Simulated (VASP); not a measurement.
These are PBE GGA, VASP's PBE PAW potentials (set 64) (plane waves; VASP) values and carry that method's errors.

A VASP calculation is set up with these files.

**KPOINTS**
```
Automatic mesh
0
Gamma
10 10 10
0 0 0
```

### INCAR
```
# general
SYSTEM   =  Tb
PREC     =  Accurate
ENCUT    =  400
LREAL    =  .FALSE.
LASPH    =  .TRUE.

# electronic loop
EDIFF    =  1E-6   # SCF stop (eV)
NELM     =  100   # most electronic steps
ALGO     =  Normal   # blocked Davidson
LMAXMIX  =  6   # l cut-off of mixed one-centre charges

# smearing
ISMEAR   =  0
SIGMA    =  0.2

# functional
GGA      =  PE   # PBE

# ions
ISIF     =  2   # forces and stress, cell fixed

# output
LWAVE    =  .FALSE.
LCHARG   =  .FALSE.
```

POSCAR:
```
Tb
1
    3.2949790000     0.0000000000     0.0000000000
    0.0000000000     3.2949790000     0.0000000000
    0.0000000000     0.0000000000     3.2949790000
Tb
1
Direct
  0.0000000000   0.0000000000   0.0000000000
```

POTCAR, in this order: Tb_3 (PBE.64 set). Program: vasp_std.

**Question.** What will the output report for the number of irreducible k-points (NKPTS), number of bands (NBANDS), largest plane-wave count, number of space-group operations, FFT grid (NGX, NGY, NGZ)?

**Answer.** 
The number of irreducible k-points (NKPTS) is 56 and the number of bands (NBANDS) is 8. The largest plane-wave count is 672 and the number of space-group operations is 48. The FFT grid (NGX, NGY, NGZ) comes out as 24 × 24 × 24.

The structure was generated: Tb was put into the simple-cubic type (Pm-3m), which need not be its known phase. The cell was not relaxed at this level. The run is one of a series of settings (ISMEAR = 0, SIGMA = 0.2 against the base run), some of them coarse on purpose. The 4f electrons are frozen in the core of the lanthanide potential, so 4f levels, which can set the real gap, and their magnetism are missing.
